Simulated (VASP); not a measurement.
Si3GeO8, 12 atoms in the cell. The structure is monoclinic, space group C2/m (No. 12). The conventional cell has a = 8.488 Å, b = 5.473 Å, c = 4.252 Å, α = 90.00°, β = 90.44°, γ = 90.00°. Si (site symmetry -1) is surrounded by 6 O at 1.77 to 1.81 Å. Around Si (site symmetry 2/m) lie 6 O at 1.76 to 1.84 Å. Around Ge (site symmetry 2/m) lie 6 O at 1.86 to 1.90 Å. Around O (site symmetry m) lie 2 Si at 1.77 Å and 1 Ge at 1.90 Å. O (site symmetry m) has 3 Si at 1.80 to 1.84 Å as nearest neighbours. Around O (site symmetry 1) lie 2 Si at 1.76 to 1.81 Å and 1 Ge at 1.86 Å. The cell comes from a database or a generator and needn't be the stable form of this composition.

| Property | Result |
| --- | --- |
| Program | VASP 6.6.1 |
| Task | band structure |
| Functional | PBEsol |
| Potentials or basis | VASP PAW PBE potentials, release 64 (Si, Ge_d, O) |
| Cutoff | 520 eV |
| k mesh | 8 × 7 × 7 |
| Occupations | gaussian, width 0.02 eV |
| Spin | no spin polarisation |
| Further INCAR settings | ALGO = Normal; EDIFF = 1e-07 |

Potentials or basis: VASP PAW PBE potentials, release 64 (Si, Ge_d, O).

The run is started by

```sh
$ cat potpaw_PBE.64/Si/POTCAR potpaw_PBE.64/Ge_d/POTCAR potpaw_PBE.64/O/POTCAR > POTCAR
$ cp INCAR.step1 INCAR
$ cp KPOINTS.step1 KPOINTS
$ mpirun -np 4 vasp_std > vasp.out
$ cp INCAR.step2 INCAR
$ cp KPOINTS.step2 KPOINTS
$ mpirun -np 4 vasp_std > vasp.out
```

Hardware: 4 MPI ranks on Intel(R) Xeon(R) 6975P-C (Granite Rapids) (shared host).

Question: How long does it take, and how much memory?

Answer: Wall time 2.1 min on 4 MPI ranks on Intel(R) Xeon(R) 6975P-C (Granite Rapids) (shared host), peak memory 0.8 GiB a rank. Counts: scf iterations 10, k points 240.
